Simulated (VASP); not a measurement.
These are r2SCAN meta-GGA, VASP's PBE PAW potentials (set 64) (plane waves; VASP) values and carry that method's errors.

VASP input:

### POSCAR
```
Ge
1
    4.8294741438     0.0000000000     0.0000000000
   -2.4147370718     4.2246933501     0.0000000000
    0.0000000000     0.0000000000     2.7202877429
Ge
3
Direct
  0.0000000000   0.0000000000   1.0000000000
  0.3333330000   0.6666670000   0.5000000000
  0.6666670000   0.3333330000   0.5000000000
```

**INCAR**
```
ENCUT = 480   # plane-wave cut-off (eV)
NELM = 100   # most electronic steps
ALGO = Normal
LWAVE = .False.
LMAXMIX = 4   # l cut-off of mixed one-centre charges
IBRION = 2   # conjugate gradients
EDIFFG = -0.01   # ionic stop
ISIF = 2
METAGGA = R2SCAN
NSW = 30   # most ionic steps
LASPH = .True.
LCHARG = .False.
ISMEAR = 1
LMIXTAU = .True.
EDIFF = 1E-7
LREAL = .False.
PREC = Accurate
SIGMA = 0.1   # width (eV)
SYSTEM = Ge
```

**KPOINTS**
```
Automatic mesh
0
Gamma
8 8 10
0 0 0
```

POTCAR, in this order: Ge_d (PBE.64 set). Program: vasp_std.

Task: What does the run give for the energy per atom (σ→0), pressure, band gap (on the k-mesh)?

Result: 
```
Property                                                     Value
------------------------  ----------------------------------------
energy per atom (σ→0)                              -13.324 eV/atom
band gap (on the k-mesh)  none (metal, semimetal or under 0.01 eV)
pressure                                                  1.03 GPa
```

OSZICAR:
```
...
DAV:  15    -0.399725613009E+02   -0.56542E-05   -0.40578E-05  6706   0.514E-02    0.298E-03
DAV:  16    -0.399725759677E+02   -0.14667E-04   -0.77537E-06  6409   0.327E-02    0.177E-03
DAV:  17    -0.399725792966E+02   -0.33289E-05   -0.11355E-06  5710   0.692E-03    0.151E-03
DAV:  18    -0.399725805899E+02   -0.12933E-05   -0.72385E-07  5526   0.768E-03    0.874E-04
DAV:  19    -0.399725817113E+02   -0.11214E-05   -0.47257E-07  5509   0.710E-03    0.520E-04
DAV:  20    -0.399725816079E+02    0.10346E-06   -0.11283E-07  3913   0.367E-03    0.118E-04
DAV:  21    -0.399725815926E+02    0.15280E-07   -0.11806E-08  3272   0.118E-03
   1 F= -.39972582E+02 E0= -.39972443E+02  d E =-.399726E+02
```

The structure was generated: Ge was put into the omega type (P6/mmm), which need not be its known phase. This cell was strained or had an atom moved on purpose.
